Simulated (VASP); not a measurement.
# BaSiGe in VASP: notebook

One sheet, BaSiGe, is run at these levels: PBE; tasks: single point.

Program: VASP 6.6.1. These are calculated values, not measurements. Logs are shortened: lines on timing, memory, paths and dates and some standing lists are left out, and cuts for length are marked.

### Step 1. The structure

The cell holds a sheet with vacuum, 3 atoms: a = 4.377 Å, b = 4.377 Å, c = 17.000 Å, α = 90.00°, β = 90.00°, γ = 90.00°.

The cell was built by a generator and needn't be a form met in nature.

### Step 2. Single point, PBE

Contents of INCAR:

```
PREC = Accurate
ENCUT = 520
EDIFF = 1E-6
ISMEAR = 0
SIGMA = 0.1
LREAL = F
LASPH = T
NELM = 80
ALGO = Normal
ISIF = 2
LWAVE = F
LCHARG = F
LDIPOL = T
IDIPOL = 3
DIPOL = 0.5 0.5 0.499
GGA = PE
NBANDS = 21
```

Contents of KPOINTS:

```
regular mesh
0
Gamma
  4 4 1
```

Contents of POSCAR:

```
BaSiGe
1.0
    4.3765530500      0.0000000000      0.0000000000
    0.0000000000      4.3765530500      0.0000000000
    0.0000000000      0.0000000000     17.0000000000
Ba Si Ge
1 1 1
Direct
    0.0000000000      0.0000000000      0.4968235300
    0.5000000000      0.5000000000      0.4144879200
    0.5000000000      0.5000000000      0.5855120800
```

Potentials or basis: VASP PAW PBE potentials, release 64 (Ba_sv, Si, Ge_d).

On the command line:

```sh
$ cat potpaw_PBE.64/Ba_sv/POTCAR potpaw_PBE.64/Si/POTCAR potpaw_PBE.64/Ge_d/POTCAR > POTCAR
$ mpirun -np 1 vasp_std > vasp.out
```

OUTCAR:

```text
PREC = Accurate
   ENCUT = 520
   EDIFF = 1E-6
   ISMEAR = 0
   LREAL = F
   LASPH = T
   NELM = 80
   ISIF = 2
   GGA = PE

 ion  position               nearest neighbor table
   1  0.000  0.000  0.497-   2 3.40   2 3.40   2 3.40   2 3.40   3 3.44   3 3.44   3 3.44   3 3.44

   2  0.500  0.500  0.414-   3 2.91   1 3.40   1 3.40   1 3.40   1 3.40
   3  0.500  0.500  0.586-   2 2.91   1 3.44   1 3.44   1 3.44   1 3.44

  LATTYP: Found a simple tetragonal cell.
 ALAT       =     4.3765530500
 C/A-ratio  =     3.8843354132

  Lattice vectors:

 A1 = (   4.3765530500,   0.0000000000,   0.0000000000)
 A2 = (   0.0000000000,   4.3765530500,   0.0000000000)
 A3 = (   0.0000000000,   0.0000000000,  17.0000000000)

Analysis of symmetry for initial positions (statically):
=====================================================================
 Subroutine PRICEL returns:
 Original cell was already a primitive cell.

 Routine SETGRP: Setting up the symmetry group for a
 simple tetragonal supercell.

 Subroutine GETGRP returns: Found  8 space group operations
 (whereof  8 operations were pure point group operations)
 out of a pool of 16 trial point group operations.

The static configuration has the point symmetry C_4v.

Analysis of symmetry for dynamics (positions and initial velocities):
=====================================================================
 Subroutine PRICEL returns:
 Original cell was already a primitive cell.

 Routine SETGRP: Setting up the symmetry group for a
 simple tetragonal supercell.

 Subroutine GETGRP returns: Found  8 space group operations
 (whereof  8 operations were pure point group operations)
 out of a pool of 16 trial point group operations.

The dynamic configuration has the point symmetry C_4v.

 Subroutine INISYM returns: Found  8 space group operations
 (whereof  8 operations are pure point group operations),
 and found     1 'primitive' translations

----------------------------------------------------------------------------------------

                                     Primitive cell

  volume of cell :     325.6217

  direct lattice vectors                    reciprocal lattice vectors
     4.376553050  0.000000000  0.000000000     0.228490318  0.000000000  0.000000000
     0.000000000  4.376553050  0.000000000     0.000000000  0.228490318  0.000000000
     0.000000000  0.000000000 17.000000000     0.000000000  0.000000000  0.058823529

  length of vectors
     4.376553050  4.376553050 17.000000000     0.228490318  0.228490318  0.058823529

  position of ions in fractional coordinates (direct lattice)
     0.000000000  0.000000000  0.496823530
     0.500000000  0.500000000  0.414487920
     0.500000000  0.500000000  0.585512080

  ion indices of the primitive-cell ions
   primitive index   ion index
                 1           1
                 2           2
                 3           3

----------------------------------------------------------------------------------------

 KPOINTS: regular mesh

Automatic generation of k-mesh.
 Grid dimensions read from file:
 generate k-points for:    4    4    1

 Generating k-lattice:

  Cartesian coordinates                     Fractional coordinates (reciprocal lattice)
     0.057122580  0.000000000  0.000000000     0.250000000  0.000000000  0.000000000
     0.000000000  0.057122580  0.000000000     0.000000000  0.250000000  0.000000000
     0.000000000  0.000000000  0.058823529     0.000000000  0.000000000  1.000000000

  Length of vectors
     0.057122580  0.057122580  0.058823529

  Shift w.r.t. Gamma in fractional coordinates (k-lattice)
     0.000000000  0.000000000  0.000000000

 Subroutine IBZKPT returns following result:
 ===========================================

 Found      6 irreducible k-points:

 Following reciprocal coordinates:
            Coordinates               Weight
  0.000000  0.000000  0.000000      1.000000
  0.250000  0.000000  0.000000      4.000000
  0.500000  0.000000  0.000000      2.000000
  0.250000  0.250000  0.000000      4.000000
  0.500000  0.250000  0.000000      4.000000
  0.500000  0.500000  0.000000      1.000000
   k-points           NKPTS =      6   k-points in BZ     NKDIM =      6   number of bands    NBANDS=     21
   number of dos      NEDOS =    301   number of ions     NIONS =      3
   total plane-waves  NPLWV = 163296
   dimension x,y,z NGX =    36 NGY =   36 NGZ =  126
   dimension x,y,z NGXF=    72 NGYF=   72 NGZF=  252
   ions per type =               1   1   1
   NGX,Y,Z   is equivalent  to a cutoff of  13.67, 13.67, 12.32 a.u.
   NGXF,Y,Z  is equivalent  to a cutoff of  27.35, 27.35, 24.64 a.u.
 SYSTEM =  unknown system
   PREC   = accura    normal or accurate (medium, high low for compatibility)
   ISTART =      0    job   : 0-new  1-cont  2-samecut
   ICHARG =      2    charge: 1-file 2-atom 10-const
   ISPIN  =      1    spin polarized calculation?
   LNONCOLLINEAR =      F non collinear calculations
   LSORBIT =      F    spin-orbit coupling
   LASPH  =      T    aspherical Exc in radial PAW
   ENCUT  =  520.0 eV  38.22 Ry    6.18 a.u.   8.14  8.14 31.61*2*pi/ulx,y,z
   NELM   =     80;   NELMIN=  2; NELMDL= -5     # of ELM steps
   EDIFF  = 0.1E-05   stopping-criterion for ELM
   LREAL  =      F    real-space projection
   EDIFFG = 0.1E-04   stopping-criterion for IOM
   NSW    =      0    number of steps for IOM
   IBRION =     -1    ionic relax: 0-MD 1-quasi-New 2-CG
   NFREE  =      0    steps in history (QN), initial steepest desc. (CG)
   ISIF   =      2    stress and relaxation
   ISYM   =      2    0-nonsym 1-usesym 2-fastsym
   POTIM  = 0.5000    time-step for ionic-motion
   TEBEG  =    0.0;   TEEND  =   0.0 temperature during run
   PSTRESS=    0.0 pullay stress
   NELECT =      28.0000    total number of electrons
   NUPDOWN=      -1.0000    fix difference up-down
   EMIN   =  10.00;   EMAX   =-10.00  energy-range for DOS
   EFERMI =   0.00;   METHOD = LEGACY
   ISMEAR =     0;   SIGMA  =   0.10  broadening in eV -4-tet -1-fermi 0-gaus
   EFERMI_NEDOS =   21; number of points for ismear=-14 and -15
   IALGO  =     38    algorithm
   IMIX   =      4    mixing-type and parameters
     AMIX     =   0.40;   BMIX     =  1.00
     AMIX_MAG =   1.60;   BMIX_MAG =  1.00
  volume/ion in A,a.u.               =     108.54       732.47
  Fermi-wavevector in a.u.,A,eV,Ry     =   0.722586  1.365490  7.104023  0.522131
  Thomas-Fermi vector in A             =   1.812587
   LORBIT       =      0    0 simple, 1 ext, 2 COOP (PROOUT), +10 PAW based schemes
   GGA     = PE    functional components
   LHFCALC =     F    Hartree Fock is set to
   AEXX    =    0.0000 exact exchange contribution
   IVDW    =     0    specifies the selected vdW correction
   LEPSILON=     F    determine dielectric tensor
   LRPA    =     F    only Hartree local field effects (RPA)
 non-spin polarized calculation
 Gauss-broadening in eV      SIGMA  =   0.10
  energy-cutoff  :      520.00
  volume of cell :      325.62
 maximum number of plane-waves:      8832
 NGX is ok and might be reduce to    36
   NGX = 17   NGY = 17   NGZ = 63

 dipolmoment           0.000000      0.000000      0.041109 electrons x Angstroem

 number of electron      28.0000020 magnetization

 dipolmoment           0.000000      0.000000     -0.019522 electrons x Angstroem

 Free energy of the ion-electron system (eV)
  ---------------------------------------------------
  ext. energy  EPLUGINS =         0.00000000
  ---------------------------------------------------
  free energy    TOTEN  =        -9.69742571 eV

  energy without entropy =       -9.67706078  energy(sigma->0) =       -9.68724325

 E-fermi :  -2.4324     XC(G=0):  -3.4343

 val. band max:       -2.4963205676   @ k =   0.2500   0.2500   0.0000
 cond. band min:      -2.3558384732   @ k =   0.5000   0.2500   0.0000
 fundamental gap:      0.1404820945
 Fermi energy:        -2.4323632246

 k-point     1 :       0.0000    0.0000    0.0000
  band No.  band energies     occupation
      1     -29.8315      2.00000
      2     -26.6373      2.00000
      3     -26.6314      2.00000
      4     -26.5938      2.00000
      5     -26.5938      2.00000
      6     -26.5822      2.00000
[... 13 lines left out ...]
     20       1.8120      0.00000
     21       1.9239      0.00000

 k-point     2 :       0.2500    0.0000    0.0000
  band No.  band energies     occupation
      1     -29.8210      2.00000
      2     -26.6376      2.00000
      3     -26.6308      2.00000
      4     -26.5938      2.00000
      5     -26.5937      2.00000
      6     -26.5820      2.00000
[... 13 lines left out ...]
     20       1.9544      0.00000
     21       2.3074      0.00000

 k-point     3 :       0.5000    0.0000    0.0000
  band No.  band energies     occupation
      1     -29.8104      2.00000
      2     -26.6379      2.00000
      3     -26.6301      2.00000
      4     -26.5937      2.00000
      5     -26.5936      2.00000
      6     -26.5818      2.00000
[... 13 lines left out ...]
     20       1.9405      0.00000
     21       3.1058      0.00000

 k-point     4 :       0.2500    0.2500    0.0000
  band No.  band energies     occupation
      1     -29.8109      2.00000
      2     -26.6376      2.00000
      3     -26.6301      2.00000
      4     -26.5941      2.00000
      5     -26.5937      2.00000
      6     -26.5818      2.00000
[... 13 lines left out ...]
     20       2.1474      0.00000
     21       2.7296      0.00000

 k-point     5 :       0.5000    0.2500    0.0000
  band No.  band energies     occupation
      1     -29.8007      2.00000
      2     -26.6376      2.00000
      3     -26.6295      2.00000
      4     -26.5940      2.00000
      5     -26.5939      2.00000
      6     -26.5815      2.00000
[... 13 lines left out ...]
     20       2.8631      0.00000
     21       2.9886      0.00000

 k-point     6 :       0.5000    0.5000    0.0000
  band No.  band energies     occupation
      1     -29.7909      2.00000
      2     -26.6372      2.00000
      3     -26.6288      2.00000
      4     -26.5943      2.00000
      5     -26.5943      2.00000
      6     -26.5813      2.00000
[... 13 lines left out ...]
     20       3.5494      0.00000
     21       3.5494      0.00000

------------------------ aborting loop because EDIFF is reached ----------------------------------------

 vacuum level on the upper side and lower side of the slab       (xc-potential included)        -0.207        -0.034

  FORCE on cell =-STRESS in cart. coord.  units (eV):
  Direction    XX          YY          ZZ          XY          YZ          ZX
  --------------------------------------------------------------------------------------
  -------------------------------------------------------------------------------------
  Total        0.1646090      0.1646090     -3.7313666      0.0000000      0.0000000      0.0000000
  in kB        0.8099364      0.8099364    -18.3596834      0.0000000      0.0000000      0.0000000
  external PRESSURE =      -5.5799368 kB  Pullay stress =       0.0000000 kB

 VOLUME and BASIS-vectors are now :
 -----------------------------------------------------------------------------
  energy-cutoff  :      520.00
  volume of cell :      325.62
      direct lattice vectors                 reciprocal lattice vectors
     4.376553050  0.000000000  0.000000000     0.228490318  0.000000000  0.000000000
     0.000000000  4.376553050  0.000000000     0.000000000  0.228490318  0.000000000
     0.000000000  0.000000000 17.000000000     0.000000000  0.000000000  0.058823529

 POSITION                                       TOTAL-FORCE (eV/Angst)
 -----------------------------------------------------------------------------------
      0.00000      0.00000      8.44600         0.000000      0.000000     -0.091285
      2.18828      2.18828      7.04629         0.000000      0.000000      1.327326
      2.18828      2.18828      9.95371         0.000000     -0.000000     -1.236041
 -----------------------------------------------------------------------------------
    total drift:                                0.000000      0.000000     -0.000881

  FREE ENERGIE OF THE ION-ELECTRON SYSTEM (eV)
  ---------------------------------------------------
  free  energy   TOTEN  =        -9.6974257126 eV

  energy  without entropy=       -9.6770607823  energy(sigma->0) =       -9.68724325

 vacuum level on the upper side and lower side of the slab         2.083         2.266
```

It took 48 s on 1 thread of Intel Xeon Platinum 8488C (Sapphire Rapids), shared host; peak memory 0.41 GiB.

Results:

```
Free energy            : -9.6974 eV
Largest force          : 1.327 eV/Å
Band gap on the k mesh : none (metal or under the smearing width)
```

Forces in eV/Å, atoms in the order of the input:
```
Ba   0.000  0.000 -0.091
Si   0.000  0.000  1.327
Ge   0.000  0.000 -1.236
```

(Continued in part 2 of 2.)
